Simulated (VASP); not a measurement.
Write the native input for VASP 6.6.1 that does the following.

| Quantity | Value |
| --- | --- |
| Task | relaxation of cell and atoms |
| Functional | PBE |
| Potentials or basis | VASP PAW PBE potentials, release 64 (Ca_sv, Zr_sv, N) |
| Cutoff | 520 eV |
| k mesh | 10 × 10 × 4 |
| Occupations | gaussian, width 0.1 eV |
| Spin | no spin polarisation |
| Further INCAR settings | ALGO = Normal; EDIFF = 1e-06; IBRION = 2; EDIFFG = -0.01; NSW = 90; ISIF = 3 |

The structure of CaZr2N2 lies in POSCAR:

```
CaZr2N2
1.0
    3.3520358700      0.0000000000      0.0000000000
   -1.6760179400      2.9029482200      0.0000000000
    0.0000000000      0.0000000000      8.1620000000
Ca Zr N
1 2 2
Direct
    0.0000000000      0.0000000000      0.0000000000
    0.3333333300      0.6666666700      0.6745895600
    0.6666666700      0.3333333300      0.3254104400
    0.6666666700      0.3333333300      0.8007841200
    0.3333333300      0.6666666700      0.1992158800
```

The cell was built by a generator and needn't be a form met in nature.

The input as run:

INCAR

```
SYSTEM = CaZr2N2
  ALGO = Normal
  EDIFF = 1E-6
  EDIFFG = -0.01
  ENCUT = 520
  GGA = PE
  IBRION = 2
  ISIF = 3
  ISMEAR = 0
  KPAR = 4
  LASPH = .TRUE.
  LCHARG = .FALSE.
  LREAL = .FALSE.
  LWAVE = .FALSE.
  NELM = 120
  NSW = 90
  PREC = Accurate
  SIGMA = 0.1
```

KPOINTS

```
k-points
0
G
  10 10 4
  0 0 0
```

Potentials or basis: VASP PAW PBE potentials, release 64 (Ca_sv, Zr_sv, N).

Command:

```sh
$ cat potpaw_PBE.64/Ca_sv/POTCAR potpaw_PBE.64/Zr_sv/POTCAR potpaw_PBE.64/N/POTCAR > POTCAR
$ mpirun -np 4 vasp_std > vasp.out
```

Results of the run:

* Relaxed volume: 15.97 Å³/atom
* Relaxed cell: a = 3.347 Å, b = 3.347 Å, c = 8.231 Å, α = 90.00°, β = 90.00°, γ = 120.00°
* Space group after relaxing (to 0.05 Å): P-3m1 (No. 164)
* Energy gained by relaxing: 1.1 meV/atom
* Ionic steps: 9
* Pressure after relaxing: 0.0 GPa
* Largest force after relaxing: 0.008 eV/Å
* Band gap on the k mesh: none (metal or under the smearing width)

Run time: 2.6 min on 4 MPI ranks on Intel(R) Xeon(R) Platinum 8488C (Sapphire Rapids) (shared host), peak memory 0.28 GiB a rank.
